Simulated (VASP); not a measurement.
Consider the following.

```
CELL_PARAMETERS angstrom
      4.00696     0.00000     0.00000
     -2.00348     3.47012     0.00000
      0.00000     0.00000     2.63786
ATOMIC_POSITIONS crystal
  Ag 0.00000 0.00000 0.00000
  Si 0.66667 0.33333 0.50000
```

Method: PBEsol GGA, VASP's PBE PAW potentials (set 64) (plane waves; VASP). Numerical set-up: 480 eV cut-off, 10×10×12 Γ-centred mesh, first-order Methfessel-Paxton smearing of 0.10 eV, potentials Ag Si.

Q: The ions, cell shape and volume at an external pressure of 1.0 GPa are relaxed. Give the cell that the relaxation ends in.

A: 
```
CELL_PARAMETERS angstrom
      3.97976     0.00000     0.00000
     -1.98988     3.44658     0.00000
      0.00000     0.00000     2.63713
ATOMIC_POSITIONS crystal
  Ag 0.00000 0.00000 0.00000
  Si 0.66667 0.33333 0.50000
```
Space group P-6m2 (187), at a tolerance of 0.03 Å.

Q: How do energy and volume change from the first to the last step?

A: The energy (σ→0) changes by +0.6 meV/atom and the volume by -1.4 %, in 5 ionic steps.

The structure was generated: SiAg was put into the WC type (P-6m2), which need not be its known phase. This run relaxes it under an external pressure of 1 GPa. Symmetry was kept, so distortions that lower it aren't found. The electron count is odd and the run is not spin-polarised, which forces a metal.
